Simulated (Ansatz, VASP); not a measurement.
# Si3N4 (amorphous Si3N4) in two plane-wave programs

One calculation is typed for both programs; each brings its own data sets. How far apart do they land? The structure shown is the start of the Ansatz relaxation below; VASP solves that cell, so the two are compared at the walk's first step.

Main program and level: Ansatz 0.2.0; plane waves, with VASP 6.6.1 beside it; single point at PBE.

## 1. Starting point

The cell holds 84 atoms: 36 Si and 48 N. Its edges and angles: a = 9.822 Å, b = 9.822 Å, c = 9.822 Å, α = 90.0°, β = 90.0°, γ = 90.0°. 84 atoms (36 Si, 48 N) packed at random and pushed apart as soft spheres at 2.95 g/cm^3; MD (Langevin at fixed volume unless said) with the MACE-MP-0b2 small potential (Batatia et al., arXiv:2401.00096), steps of 1.5 fs: 0.525 ps at 3200 K, 3200 to 1920 K in 0.525 ps, 1920 to 300 K in 1.5 ps; then atoms relaxed.

Coordinates:

```
Si N
1.0
     9.82210    0.00000    0.00000
     0.00000    9.82210    0.00000
     0.00000    0.00000    9.82210
Si N
36 48
Direct
  0.35330 0.70051 0.63059
  0.35294 0.60720 0.02768
  0.31746 0.89569 0.89737
  0.83979 0.42263 0.65939
  0.88502 0.70056 0.07246
  0.07837 0.94813 0.44022
  0.04590 0.46446 0.42073
  0.08133 0.12703 0.00338
  0.75118 0.79431 0.74104
  0.87901 0.91964 0.93405
  0.53573 0.94643 0.21470
  0.66413 0.42951 0.39208
  0.93268 0.68574 0.45862
  0.25137 0.34502 0.84146
  0.32593 0.11045 0.56468
  0.61060 0.02105 0.66771
  0.69287 0.18487 0.20727
  0.65560 0.56386 0.96250
  0.77778 0.93791 0.41054
  0.31231 0.39413 0.55357
  0.56021 0.86972 0.98589
  0.22653 0.00263 0.18365
  0.46646 0.33890 0.05024
  0.97841 0.17350 0.29542
  0.19996 0.70946 0.31927
  0.83035 0.20182 0.81367
  0.24038 0.44492 0.24532
  0.88685 0.42135 0.15791
  0.47749 0.70320 0.42132
  0.07468 0.80973 0.70385
  0.43390 0.22262 0.31179
  0.52978 0.15072 0.90027
  0.68192 0.66504 0.27206
  0.57446 0.56413 0.65518
  0.09552 0.44667 0.01327
  0.06439 0.22528 0.58498
  0.68316 0.44444 0.57596
  0.91350 0.25500 0.66880
  0.94694 0.53167 0.56275
  0.02019 0.28776 0.42559
  0.41011 0.76273 0.97021
  0.04330 0.62771 0.33895
  0.11249 0.28560 0.93331
  0.07731 0.40344 0.18377
  0.45630 0.01741 0.60557
  0.55823 0.56192 0.35817
  0.39526 0.05547 0.24485
  0.27554 0.61334 0.18762
  0.79307 0.49784 0.28631
  0.46771 0.98868 0.88393
  0.70991 0.88114 0.88888
  0.66243 0.14901 0.77890
  0.95070 0.54934 0.02870
  0.60441 0.27611 0.32814
  0.50176 0.50923 0.02479
  0.58960 0.20764 0.06064
  0.75969 0.41801 0.97052
  0.92340 0.08964 0.91796
  0.67187 0.62770 0.79222
  0.22414 0.46110 0.42046
  0.10043 0.12242 0.17982
  0.79542 0.76293 0.37850
  0.93098 0.81014 0.79406
  0.40417 0.27560 0.89337
  0.73843 0.92443 0.59964
  0.20394 0.31308 0.66999
  0.94012 0.85605 0.07788
  0.15605 0.06707 0.55064
  0.39843 0.51407 0.65848
  0.23843 0.50747 0.92924
  0.68148 0.02071 0.27929
  0.53914 0.79266 0.28945
  0.17087 0.88258 0.29951
  0.93020 0.02798 0.39004
  0.03173 0.81047 0.53988
  0.70784 0.68297 0.08849
  0.36122 0.33140 0.19243
  0.20827 0.98854 0.99829
  0.52837 0.72482 0.59555
  0.24533 0.81014 0.74428
  0.30737 0.71676 0.46310
  0.37492 0.24893 0.47436
  0.85506 0.24461 0.19104
  0.81290 0.37931 0.84690
```

## 2. Ansatz: relaxation, PBE

Ansatz runs on its default PAW (the set named soft_2) files.

The two programs are compared at the cell with which this relaxation starts, whose forces are those of its first step.

File input.yaml:

```yaml
crystal:
  lattice:
    - [9.8221, 0.0, 0.0]
    - [0.0, 9.8221, 0.0]
    - [0.0, 0.0, 9.8221]
  atoms:
    - { symbol: Si, position: [0.3533, 0.70051, 0.63059] }
    - { symbol: Si, position: [0.35294, 0.6072, 0.02768] }
    - { symbol: Si, position: [0.31746, 0.89569, 0.89737] }
    - { symbol: Si, position: [0.83979, 0.42263, 0.65939] }
    - { symbol: Si, position: [0.88502, 0.70056, 0.07246] }
    - { symbol: Si, position: [0.07837, 0.94813, 0.44022] }
    - { symbol: Si, position: [0.0459, 0.46446, 0.42073] }
    - { symbol: Si, position: [0.08133, 0.12703, 0.00338] }
    - { symbol: Si, position: [0.75118, 0.79431, 0.74104] }
    - { symbol: Si, position: [0.87901, 0.91964, 0.93405] }
    - { symbol: Si, position: [0.53573, 0.94643, 0.2147] }
    - { symbol: Si, position: [0.66413, 0.42951, 0.39208] }
    - { symbol: Si, position: [0.93268, 0.68574, 0.45862] }
    - { symbol: Si, position: [0.25137, 0.34502, 0.84146] }
    - { symbol: Si, position: [0.32593, 0.11045, 0.56468] }
    - { symbol: Si, position: [0.6106, 0.02105, 0.66771] }
    - { symbol: Si, position: [0.69287, 0.18487, 0.20727] }
    - { symbol: Si, position: [0.6556, 0.56386, 0.9625] }
    - { symbol: Si, position: [0.77778, 0.93791, 0.41054] }
    - { symbol: Si, position: [0.31231, 0.39413, 0.55357] }
    - { symbol: Si, position: [0.56021, 0.86972, 0.98589] }
    - { symbol: Si, position: [0.22653, 0.00263, 0.18365] }
    - { symbol: Si, position: [0.46646, 0.3389, 0.05024] }
    - { symbol: Si, position: [0.97841, 0.1735, 0.29542] }
    - { symbol: Si, position: [0.19996, 0.70946, 0.31927] }
    - { symbol: Si, position: [0.83035, 0.20182, 0.81367] }
    - { symbol: Si, position: [0.24038, 0.44492, 0.24532] }
    - { symbol: Si, position: [0.88685, 0.42135, 0.15791] }
    - { symbol: Si, position: [0.47749, 0.7032, 0.42132] }
    - { symbol: Si, position: [0.07468, 0.80972, 0.70385] }
    - { symbol: Si, position: [0.4339, 0.22262, 0.31179] }
    - { symbol: Si, position: [0.52978, 0.15072, 0.90027] }
    - { symbol: Si, position: [0.68192, 0.66504, 0.27206] }
    - { symbol: Si, position: [0.57446, 0.56413, 0.65518] }
    - { symbol: Si, position: [0.09552, 0.44667, 0.01327] }
    - { symbol: Si, position: [0.06439, 0.22528, 0.58498] }
    - { symbol: "N", position: [0.68316, 0.44444, 0.57596] }
    - { symbol: "N", position: [0.9135, 0.255, 0.6688] }
    - { symbol: "N", position: [0.94694, 0.53167, 0.56275] }
    - { symbol: "N", position: [0.02019, 0.28776, 0.42559] }
    - { symbol: "N", position: [0.41011, 0.76273, 0.97021] }
    - { symbol: "N", position: [0.0433, 0.62771, 0.33895] }
    - { symbol: "N", position: [0.11249, 0.2856, 0.93331] }
    - { symbol: "N", position: [0.07731, 0.40344, 0.18377] }
    - { symbol: "N", position: [0.4563, 0.01741, 0.60557] }
    - { symbol: "N", position: [0.55823, 0.56192, 0.35817] }
    - { symbol: "N", position: [0.39526, 0.05547, 0.24485] }
    - { symbol: "N", position: [0.27554, 0.61334, 0.18762] }
    - { symbol: "N", position: [0.79307, 0.49784, 0.28631] }
    - { symbol: "N", position: [0.46771, 0.98868, 0.88393] }
    - { symbol: "N", position: [0.70991, 0.88114, 0.88888] }
    - { symbol: "N", position: [0.66243, 0.14901, 0.7789] }
    - { symbol: "N", position: [0.9507, 0.54934, 0.0287] }
    - { symbol: "N", position: [0.60441, 0.27611, 0.32814] }
    - { symbol: "N", position: [0.50176, 0.50923, 0.02479] }
    - { symbol: "N", position: [0.5896, 0.20764, 0.06064] }
    - { symbol: "N", position: [0.75969, 0.41801, 0.97052] }
    - { symbol: "N", position: [0.9234, 0.08964, 0.91796] }
    - { symbol: "N", position: [0.67187, 0.6277, 0.79222] }
    - { symbol: "N", position: [0.22414, 0.4611, 0.42046] }
    - { symbol: "N", position: [0.10043, 0.12242, 0.17982] }
    - { symbol: "N", position: [0.79542, 0.76293, 0.3785] }
    - { symbol: "N", position: [0.93098, 0.81014, 0.79406] }
    - { symbol: "N", position: [0.40417, 0.2756, 0.89337] }
    - { symbol: "N", position: [0.73843, 0.92443, 0.59964] }
    - { symbol: "N", position: [0.20394, 0.31308, 0.66999] }
    - { symbol: "N", position: [0.94012, 0.85605, 0.07788] }
    - { symbol: "N", position: [0.15605, 0.06707, 0.55064] }
    - { symbol: "N", position: [0.39843, 0.51407, 0.65848] }
    - { symbol: "N", position: [0.23843, 0.50747, 0.92924] }
    - { symbol: "N", position: [0.68148, 0.02071, 0.27929] }
    - { symbol: "N", position: [0.53914, 0.79266, 0.28945] }
    - { symbol: "N", position: [0.17087, 0.88258, 0.29951] }
    - { symbol: "N", position: [0.9302, 0.02798, 0.39004] }
    - { symbol: "N", position: [0.03173, 0.81047, 0.53988] }
    - { symbol: "N", position: [0.70784, 0.68297, 0.08849] }
    - { symbol: "N", position: [0.36122, 0.3314, 0.19243] }
    - { symbol: "N", position: [0.20827, 0.98854, 0.99829] }
    - { symbol: "N", position: [0.52837, 0.72482, 0.59555] }
    - { symbol: "N", position: [0.24533, 0.81014, 0.74428] }
    - { symbol: "N", position: [0.30737, 0.71676, 0.4631] }
    - { symbol: "N", position: [0.37492, 0.24893, 0.47436] }
    - { symbol: "N", position: [0.85506, 0.24461, 0.19104] }
    - { symbol: "N", position: [0.8129, 0.37931, 0.8469] }
kpoints:
  mp_grid: { grid: [1, 1, 1] }
hamiltonian:
  xc: pbe
scf:
  occupations: { method: fermi_dirac, width: 0.025 }
output:
  forces: true
relax:
  f_tol: 0.04
  max_steps: 250
  cell: {}
```

The run is started by

```console
> ansatz run input.yaml --threads 4 --pin off --max-ram 8192MiB --backend cpu --events-out ev --progress --plain --runs-dir out
```

Numbers of over 12 decimals in the logs are rounded to 6 here.

What it wrote:

```text
Engine: ansatz 0.2.0, x86_64-unknown-linux-gnu
Pseudopotentials: kind: paw
Pseudopotential: Si, paw, valence charge 4, recommended cutoff 420 eV (normal), Si.paw.azcp
Pseudopotential: N, paw, valence charge 5, recommended cutoff 420 eV (normal), N.paw.azcp
Functional definition: PBE
  parameter kappa = 0.804
  parameter beta = 0.066725
  exchange = pbe_x(kappa = kappa, mu = beta*pi^2/3)
  correlation = pbe_c(beta = beta)
Crystal: 84 atoms, lattice volume = 947.574 Å³
Basis set: ecut = 420 eV, 18613 PW (Γ), exchange–correlation on 144×144×144 points (8 copies of the dense FFT grid, shifted against one another)
Bands: 276, of which v1, the nominal top of the filled ones, is band 192 counted from 1 (191 counted from 0)
Symmetry: 1 space group operations
Space group: P1 (ITA 1), of the structure as read, at distance tolerance 9.8e-5 Å
k-points: 1
Non-local potential: Si, projectors of the file, l = 0: 2, l = 1: 2, l = 2: 2
Non-local potential: N, projectors of the file, l = 0: 2, l = 1: 2, l = 2: 1
PAW form: soft (Blöchl's): semilocal exchange-correlation on the pseudo side does not see the compensation charge
PAW one-centre angular grid: Si, 110 points (default); XC on 64 Gauss nodes
PAW one-centre angular grid: N, 110 points (default); XC on 64 Gauss nodes
Initial density: superposition of atomic densities (neutral atoms: chi_scale 0, normalization atom), corrected by the library's trained network
Initial wavefunctions: pseudopotential atomic-orbital guess
Functional: x = pbe(κ = 0.804, μ = 0.219515), c = pbe(β = 0.066725)
SCF iter   1: F=—  HF=-41375.354753 eV  |F-HF|=—  |Δ(HF+E_count)|=         —  Δρ=1.21e-2  dr2=2.38e0  ethr=1.77e-3  ⟨swp⟩=7.0  Hψ=1398  notcnv=0  defer=43
preconditioner: auto → Resta (q_TF=auto, 2.347 Å⁻¹)  ε∞=4.1  [insulator: Δε(μ)=1.053 eV  Ē_g=13.323 eV  σ=0.025 eV  W_gap=1.00  n_scr=202 (ndim 8)  ℏωp=23.6 eV  f_vac=0.023  D(μ)=0.00/eV (n_scr^D=0)  ε∞_Penn≈4.1]
SCF iter   2: F=—  HF=-41374.951980 eV  |F-HF|=—  |Δ(HF+E_count)|=   4.03e-1  Δρ=9.03e-3  dr2=1.22e0  ethr=6.20e-4  ⟨swp⟩=3.0  Hψ=517  notcnv=0  defer=77
preconditioner: auto → LDOS  [insulator: Δε(μ)=0.178 eV  Ē_g=13.309 eV  σ=0.025 eV  W_gap=0.94  n_scr=202 (ndim 8)  ℏωp=23.6 eV  f_vac=0.023  D(μ)=4.31/eV (n_scr^D=18)  ε∞_Penn≈4.2  β→1.0]
SCF iter   3: F=—  HF=-41374.941295 eV  |F-HF|=—  |Δ(HF+E_count)|=   1.07e-2  Δρ=4.88e-3  dr2=5.45e-1  ethr=3.18e-4  ⟨swp⟩=2.0  Hψ=469  notcnv=0  defer=77
SCF iter   4: F=—  HF=-41374.893107 eV  |F-HF|=—  |Δ(HF+E_count)|=   4.82e-2  Δρ=2.61e-3  dr2=1.16e-1  ethr=1.42e-4  ⟨swp⟩=3.0  Hψ=301  notcnv=0  defer=78
SCF iter   5: F=—  HF=-41374.869766 eV  |F-HF|=—  |Δ(HF+E_count)|=   2.33e-2  Δρ=8.87e-4  dr2=1.50e-2  ethr=3.02e-5  ⟨swp⟩=3.0  Hψ=476  notcnv=0  defer=78
SCF iter   6: F=—  HF=-41374.868449 eV  |F-HF|=—  |Δ(HF+E_count)|=   1.32e-3  Δρ=3.29e-4  dr2=1.46e-3  ethr=3.90e-6  ⟨swp⟩=3.0  Hψ=354  notcnv=0  defer=78
SCF iter   7: F=—  HF=-41374.868453 eV  |F-HF|=—  |Δ(HF+E_count)|=   3.68e-6  Δρ=1.69e-4  dr2=5.37e-4  ethr=3.80e-7  ⟨swp⟩=2.0  Hψ=351  notcnv=0  defer=78
SCF iter   8: F=—  HF=-41374.868430 eV  |F-HF|=—  |Δ(HF+E_count)|=   2.34e-5  Δρ=5.48e-5  dr2=2.66e-5  ethr=1.40e-7  ⟨swp⟩=2.0  Hψ=218  notcnv=0  defer=78
SCF iter   9: F=—  HF=-41374.869523 eV  |F-HF|=—  |Δ(HF+E_count)|=   1.09e-3  Δρ=2.47e-5  dr2=4.56e-6  ethr=6.93e-9  ⟨swp⟩=2.0  Hψ=354  notcnv=0  defer=78
SCF iter  10: F=—  HF=-41374.869525 eV  |F-HF|=—  |Δ(HF+E_count)|=   2.68e-6  Δρ=1.06e-5  dr2=9.60e-7  ethr=1.19e-9  ⟨swp⟩=2.0  Hψ=390  notcnv=0  defer=78
SCF iter  11: F=—  HF=-41374.869526 eV  |F-HF|=—  |Δ(HF+E_count)|=   3.94e-7  Δρ=5.60e-6  dr2=3.78e-7  ethr=2.50e-10  ⟨swp⟩=2.0  Hψ=390  notcnv=0  defer=78
SCF iter  12: F=-41374.869526 eV  HF=-41374.869526 eV  |F-HF|=1.23e-8  |Δ(HF+E_count)|=   5.46e-8  Δρ=2.08e-6  dr2=3.97e-8  ethr=2.60e-11  ⟨swp⟩=3.0  Hψ=817  notcnv=0
SCF 1 converged in 12 iterations: F = -41374.869526 eV  dr2 = 3.97e-8
  greatest PAW one-centre occupation: 0.809 electrons in one spin orbital (limit 2), on the N atom at site 66 (counted from 0), in its partial waves of l = 0
relax step   1: F+E_penalty+E_count = -41374.86952584 eV  Δ(F+E_penalty+E_count) = +0.000e0 eV  max|allowed force component| = 1.940e0 eV/Å  Δτ_max = 0.0000 Å  P = -0.240 GPa  Ω = 947.574 Å³  (12 SCF iters, dr2 threshold 1.00e-7 eV, accepted)
Crystal: 84 atoms, lattice volume = 944.609 Å³
Basis set: ecut = 420 eV, 18473 PW (Γ), exchange–correlation on 144×144×144 points (8 copies of the dense FFT grid, shifted against one another)
Initial density: handed on by an earlier stage of this run
Initial wavefunctions: those handed on with the density
iter 1 solved again at ethr=1.29e-4 eV; its pass at ethr=3.10e-3 eV (dr2=4.95e-1 eV) is discarded
SCF iter   1: F=—  HF=-41376.061365 eV  |F-HF|=—  |Δ(HF+E_count)|=         —  Δρ=7.86e-3  dr2=4.99e-1  ethr=1.29e-4  ⟨swp⟩=7.0  Hψ=1357  notcnv=0
[...]
atom  62  N      0.00443475    -0.00114409     0.00216644
  atom  63  N     -0.00015705    -0.00077294    -0.00458609
  atom  64  N      0.00222550    -0.00479982    -0.00132087
  atom  65  N     -0.00598735     0.00311163     0.00139138
  atom  66  N     -0.00347020    -0.00433659    -0.00635452
  atom  67  N     -0.00034601    -0.00124888     0.00420739
  atom  68  N     -0.00384217    -0.00228716     0.00060573
  atom  69  N      0.00418775     0.00381502    -0.00288112
  atom  70  N     -0.00311990    -0.00439981     0.00086840
  atom  71  N     -0.00229128     0.00575351    -0.00156430
  atom  72  N      0.00570663     0.00028374     0.00147561
  atom  73  N      0.00331722    -0.00698655    -0.00048457
  atom  74  N     -0.00059612     0.00114123    -0.00080123
  atom  75  N     -0.00119911     0.00221665    -0.01309779
  atom  76  N      0.00911147     0.00244090    -0.00512823
  atom  77  N     -0.00586929     0.00441120     0.00639970
  atom  78  N     -0.00439664    -0.00019040    -0.00344109
  atom  79  N     -0.00077774     0.00581586     0.00085606
  atom  80  N     -0.00193302    -0.00092112    -0.00380530
  atom  81  N     -0.00218006    -0.00472092    -0.00032157
  atom  82  N     -0.00282609     0.00527533    -0.00075088
  atom  83  N      0.00131401    -0.00044446     0.00334658
  atom  84  N     -0.01032159     0.00243335     0.00939937
  max |Σ_I F_I| component: 6.59e-6 eV/Å
--- Stress (GPa, compression-positive) ---
        0.012910      -0.007775       0.002512
       -0.007777       0.006254       0.000955
        0.002512       0.000956       0.029945
  P = ⅓ Tr σ = 0.0164 GPa (0.164 kbar)
--- Relaxed structure (23 steps of the walk, 20 accepted, 2 SCFs on fresh bases) ---
  F+E_penalty+E_count = -41377.76305185 eV   max|allowed force component| = 2.661e-2 eV/Å   (the final SCF, on the basis selected at the relaxed cell)
  cell:  # Å, volume = 934.0716 Å³
    - [9.848509, -0.040084, -0.049094]
    - [-0.040084, 9.973906, -0.029439]
    - [-0.049094, -0.029439, 9.509698]
  atoms:
    - { symbol: Si, position: [0.343703, 0.693080, 0.631801] }
    - { symbol: Si, position: [0.356008, 0.613283, 0.023968] }
    - { symbol: Si, position: [0.316282, 0.895273, 0.884662] }
    - { symbol: Si, position: [0.841462, 0.419526, 0.664825] }
    - { symbol: Si, position: [0.926493, 0.679054, 0.129412] }
    - { symbol: Si, position: [0.079511, 0.948258, 0.434438] }
    - { symbol: Si, position: [0.021638, 0.451338, 0.369905] }
    - { symbol: Si, position: [0.084287, 0.123129, -0.00579683] }
    - { symbol: Si, position: [0.747907, 0.800639, 0.749476] }
    - { symbol: Si, position: [0.889102, 0.904037, 0.949253] }
    - { symbol: Si, position: [0.530890, 0.956288, 0.222111] }
    - { symbol: Si, position: [0.673672, 0.431785, 0.396076] }
    - { symbol: Si, position: [0.927835, 0.677807, 0.454645] }
    - { symbol: Si, position: [0.256162, 0.344826, 0.844785] }
    - { symbol: Si, position: [0.316989, 0.133970, 0.568813] }
    - { symbol: Si, position: [0.585412, 0.018045, 0.679656] }
    - { symbol: Si, position: [0.693918, 0.181131, 0.210336] }
    - { symbol: Si, position: [0.668481, 0.573226, 0.968573] }
    - { symbol: Si, position: [0.775973, 0.938162, 0.421541] }
    - { symbol: Si, position: [0.300207, 0.403022, 0.550886] }
    - { symbol: Si, position: [0.556184, 0.884576, 0.987969] }
    - { symbol: Si, position: [0.231994, 0.011228, 0.180809] }
    - { symbol: Si, position: [0.482052, 0.353795, 0.047116] }
    - { symbol: Si, position: [0.974968, 0.170383, 0.287177] }
[...]
- { symbol: Si, position: [0.471937, 0.701430, 0.419522] }
    - { symbol: Si, position: [0.067234, 0.804069, 0.699510] }
    - { symbol: Si, position: [0.439741, 0.231688, 0.309338] }
    - { symbol: Si, position: [0.531395, 0.156798, 0.898261] }
    - { symbol: Si, position: [0.669113, 0.690253, 0.272723] }
    - { symbol: Si, position: [0.572507, 0.564035, 0.659747] }
    - { symbol: Si, position: [0.097143, 0.436541, 0.026171] }
    - { symbol: Si, position: [0.058296, 0.220508, 0.579232] }
    - { symbol: N, position: [0.679512, 0.445262, 0.582729] }
    - { symbol: N, position: [0.909622, 0.250057, 0.662606] }
    - { symbol: N, position: [0.943640, 0.531232, 0.555623] }
    - { symbol: N, position: [0.017926, 0.280828, 0.418236] }
    - { symbol: N, position: [0.410335, 0.771657, 0.967104] }
    - { symbol: N, position: [0.024112, 0.644615, 0.303956] }
    - { symbol: N, position: [0.118314, 0.282821, 0.935692] }
    - { symbol: N, position: [0.101212, 0.399670, 0.200814] }
    - { symbol: N, position: [0.443262, 0.031326, 0.588306] }
    - { symbol: N, position: [0.570698, 0.567427, 0.355104] }
    - { symbol: N, position: [0.393760, 0.065162, 0.249164] }
    - { symbol: N, position: [0.283768, 0.620491, 0.189728] }
    - { symbol: N, position: [0.825302, 0.465476, 0.304116] }
    - { symbol: N, position: [0.473156, 0.989147, 0.857772] }
    - { symbol: N, position: [0.713586, 0.879260, 0.909987] }
    - { symbol: N, position: [0.662874, 0.145103, 0.780463] }
    - { symbol: N, position: [0.953430, 0.530092, 0.037000] }
    - { symbol: N, position: [0.611747, 0.279952, 0.330988] }
    - { symbol: N, position: [0.506595, 0.525191, 0.018383] }
    - { symbol: N, position: [0.581497, 0.201505, 0.067585] }
    - { symbol: N, position: [0.733952, 0.412447, 0.969236] }
    - { symbol: N, position: [0.930167, 0.074607, 0.912069] }
    - { symbol: N, position: [0.679233, 0.635252, 0.794502] }
    - { symbol: N, position: [0.204581, 0.477153, 0.426178] }
[...]
- { symbol: N, position: [0.379022, 0.348960, 0.193304] }
    - { symbol: N, position: [0.217109, 0.996346, 0.989225] }
    - { symbol: N, position: [0.517766, 0.721890, 0.598188] }
    - { symbol: N, position: [0.236529, 0.798741, 0.744895] }
    - { symbol: N, position: [0.302656, 0.716003, 0.458854] }
    - { symbol: N, position: [0.370430, 0.265708, 0.468299] }
    - { symbol: N, position: [0.854044, 0.234560, 0.169247] }
    - { symbol: N, position: [0.818540, 0.368798, 0.853899] }
```

(Continued in part 2 of 2.)

[Lines on the potential files, build, host, timing and source positions are cut from VASP's logs without a mark.]

[Logs are printed without paths, hosts, clocks, repeated set-up lines and the standing remarks that a program may print on its own settings, such as how far it seeks lower states.]

[Hosts, paths, dates, database ids (printed as entryN), source tags and the programs' standing remarks are cut or masked in the printed files.]
